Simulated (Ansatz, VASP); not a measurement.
**Two plane-wave programs on GdSi3**

```
Gd Si
1.0
     4.16475    0.00000    0.00000
     0.00000    4.16475    0.00000
     0.00000    0.00000    4.16475
Gd Si
1 3
Direct
  0.00000 0.00000 0.00000
  0.00000 0.50000 0.50000
  0.50000 0.50000 0.00000
  0.50000 0.00000 0.50000
```

Alike in both runs: task single point; functional PBE; k mesh 8 × 8 × 8; occupations gaussian, width 0.05 eV; no spin polarisation; Hubbard terms Gd f U = 6.0 eV.

```csv
,VASP,Ansatz
version,VASP 6.6.1,Ansatz 0.2.0
potentials or method,"VASP PAW PBE potentials, release 64 (Gd, Si)","scalar-relativistic, plane waves, PAW"
plane-wave cutoff (eV),520,420
valence electrons in the cell,30,30
```

```csv
,VASP,Ansatz,Ansatz less VASP
gap on the k mesh at the Fermi level (eV),none,none,-
pressure (GPa),-3.3,-0.7,+2.67
```

The programs project onto different local orbitals, so the same U acts differently. A gap of «none» marks a metal or a gap that the smearing closes. Ansatz warned: «filled_band_counts_differ_across_k_points».

Caveats: U without spin polarisation on a metal has little footing. Spin-orbit coupling is left out, which matters for the levels of Gd. Spin polarisation is off, so any magnetic state and its effect on volume and gap are missing.
